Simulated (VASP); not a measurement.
Runs of VASP 6.6.1 on CdNiSe3. The structure is cubic, space group Pm-3m (No. 221). Conventional cell: a = 4.767 Å, b = 4.767 Å, c = 4.767 Å, α = 90.00°, β = 90.00°, γ = 90.00°. Cd (site symmetry m-3m) has 12 Se at 3.37 Å as nearest neighbours. Ni (site symmetry m-3m) is surrounded by 6 Se at 2.38 Å. Se (site symmetry 4/mmm) is surrounded by 2 Ni at 2.38 Å. The cell was built by a generator and needn't be a form met in nature.

```tsv
level	potentials or basis	gap on the mesh (eV)	pressure (GPa)	moment (μB)	relaxed volume (Å³/atom)
LDA	VASP PAW LDA potentials, release 64 (Cd, Ni, Se)	none	0.1	0.00	19.89
vdW-DF-cx	VASP PAW PBE potentials, release 64 (Cd, Ni, Se)	none	0.0	0.00	(c)
rev-vdW-DF2	VASP PAW PBE potentials, release 64 (Cd, Ni, Se)	none	0.0	0.00	(b)
AM05	VASP PAW PBE potentials, release 64 (Cd, Ni, Se)	none	0.0	0.00	20.55
PW91	VASP PAW PBE potentials, release 64 (Cd, Ni, Se)	none	0.0	0.00	21.72
BLYP	VASP PAW PBE potentials, release 64 (Cd, Ni, Se)	none	0.0	0.00	23.53
PBE	VASP PAW PBE potentials, release 64 (Cd, Ni, Se)	none	0.0	0.00	-
revPBE	VASP PAW PBE potentials, release 64 (Cd, Ni, Se)	none	0.0	0.00	22.27
RPBE	VASP PAW PBE potentials, release 64 (Cd, Ni, Se)	none	0.0	0.00	22.50
optB88-vdW	VASP PAW PBE potentials, release 64 (Cd, Ni, Se)	none	0.0	0.00	(a)
PBEsol	VASP PAW PBE potentials, release 64 (Cd, Ni, Se)	none	0.0	0.00	20.51
```

Alike in all rows: task relaxation of cell and atoms; spin collinear, ferromagnetic start; cell relaxed; k mesh 5 × 5 × 5; cutoff (eV) 600; smearing fermi-dirac 0.05 eV.

Problem. Estimate the missing entries.

Solution. (a) 21.78; (b) 21.29; (c) 20.84.

Caveats: the PAW data sets were made with another functional, which shifts forces and pressure a little (some runs); the relaxation stopped at its first step, so nothing moved (some runs).

A k mesh can miss the band edges, and the runs leave out spin-orbit coupling on Cd, Se.

A gap of «none» marks a metal or a gap under the smearing width.
